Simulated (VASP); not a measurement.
Given:

```xyz
4
Lattice="4.9649 0.0000 0.0000 0.0000 4.9649 0.0000 0.0000 0.0000 4.9649" Properties=species:S:1:pos:R:3 pbc="T T T"
K      0.0000     0.0000     0.0000
Pb     0.0000     2.4825     2.4825
Pb     2.4825     0.0000     2.4825
Pb     2.4825     2.4825     0.0000
```

The numbers are results of PBEsol GGA with spin-orbit coupling, VASP's PBE PAW potentials (set 64) (plane waves; VASP), not measurements. Settings: 400 eV cut-off, 6×6×6 Γ-centred mesh, Gaussian smearing of 0.050 eV, potentials K_sv Pb_d.

Question: What does the run give for the energy per atom (σ→0), band gap (over mesh and band path) with the smallest direct gap where there is one?

Answer: 
```
Property                                                               Value
----------------------------------  ----------------------------------------
band gap (over mesh and band path)  none (metal, semimetal or under 0.01 eV)
energy per atom (σ→0)                                         -3.775 eV/atom
```

Total energies compare only between runs with the same potentials, cut-off and functional.

The structure comes from a computed database's KPb3 entry (Pm-3m); how it stands against other phases isn't given here. It was relaxed first, which changed the volume by -8 %.
